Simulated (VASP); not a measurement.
Here is a VASP 6.6.1 calculation.

The input INCAR:

```
  PREC = Accurate
  ENCUT = 600
  EDIFF = 1E-6
  ISMEAR = 0
  SIGMA = 0.03
  LREAL = F
  LASPH = T
  NELM = 80
  ALGO = Normal
  ISIF = 3
  LWAVE = F
  LCHARG = F
  GGA = PE
  IVDW = 12
  IBRION = 2
  NSW = 90
  EDIFFG = -0.01
```

File KPOINTS:

```
Automatic mesh
0
Gamma
  10 10 10
```

POSCAR

```
InAs
1.0
    0.0000000000      3.0180000000      3.0180000000
    3.0180000000      0.0000000000      3.0180000000
    3.0180000000      3.0180000000      0.0000000000
In As
1 1
Direct
    0.0000000000      0.0000000000      0.0000000000
    0.2500000000      0.2500000000      0.2500000000
```

Potentials or basis: VASP PAW PBE potentials, release 64 (In_d, As).

Command:

```console
$ cat potpaw_PBE.64/In_d/POTCAR potpaw_PBE.64/As/POTCAR > POTCAR
$ mpirun -np 1 vasp_std > vasp.out
```

Problem. What does it give for the relaxed volume?

Solution. 28.56 Å³/atom.

Problem. What does it give for the space group after relaxing (to 0.05 Å)?

Solution. F-43m (No. 216).

Problem. Estimate the relaxed cell.

Solution. a = 4.323 Å, b = 4.323 Å, c = 4.323 Å, α = 60.00°, β = 60.00°, γ = 60.00°.

Final structure:
```yaml
crystal:
  lattice:
    - [0.00000, 3.05677, 3.05677]
    - [3.05677, 0.00000, 3.05677]
    - [3.05677, 3.05677, 0.00000]
  atoms:
    - { symbol: In, position: [0.00000, 0.00000, 0.00000] }
    - { symbol: As, position: [0.25000, 0.25000, 0.25000] }
```

Caveat: pairwise dispersion overbinds metals, which lowers pressure and volume. Zero-point motion and thermal expansion aren't in these numbers.
